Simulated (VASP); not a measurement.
Given:

```yaml
crystal:
  lattice:
    - [3.99685, 0.00000, 0.00000]
    - [-1.99843, 3.46138, 0.00000]
    - [0.00000, 0.00000, 3.87535]
  atoms:
    - { symbol: Tb, position: [0.00000, 0.00000, 0.50000] }
    - { symbol: Ni, position: [0.33333, 0.66667, 0.00000] }
    - { symbol: As, position: [0.66667, 0.33333, 0.00000] }
```

The numbers are results of PBEsol GGA, VASP's PBE PAW potentials (set 64) (plane waves; VASP 6.6.1), not measurements. Run with 400 eV cut-off, Gaussian smearing of 0.050 eV, potentials Tb_3 Ni As.

The 4f electrons are frozen in the core of the lanthanide potential, so 4f levels, which can set the real gap, and their magnetism are missing.

Q: Give the energies of bands 5 to 15 at the high-symmetry points, in eV from the Fermi level.

A: 
```tsv
band	Γ	M	K	A	L	H
5	-3.81	-5.99	-4.88	-5.35	-4.86	-5.43
6	-3.81	-2.88	-4.81	-3.89	-4.10	-3.72
7	-2.79	-2.88	-3.17	-3.89	-3.29	-3.03
8	-1.67	-2.54	-2.18	-2.01	-1.85	-2.05
9	-1.67	-1.89	-2.11	-2.01	-1.72	-2.01
10	-0.94	-1.89	-1.60	-1.24	-1.72	-1.57
11	-0.04	-0.87	-1.37	1.61	-1.26	-1.30
12	-0.04	-0.28	0.44	1.61	-0.84	-0.89
13	0.34	0.48	1.22	1.96	-0.46	-0.05
14	1.83	3.67	2.60	1.96	3.58	4.17
15	3.72	4.09	2.69	2.38	4.59	4.24
```

It has no gap at this level: it comes out as a metal or semimetal.

The structure comes from a computed database's TbNiAs entry (P-6m2); how it stands against other phases isn't given here. It was relaxed first. The run is not spin-polarised, so no magnetic state was tried.
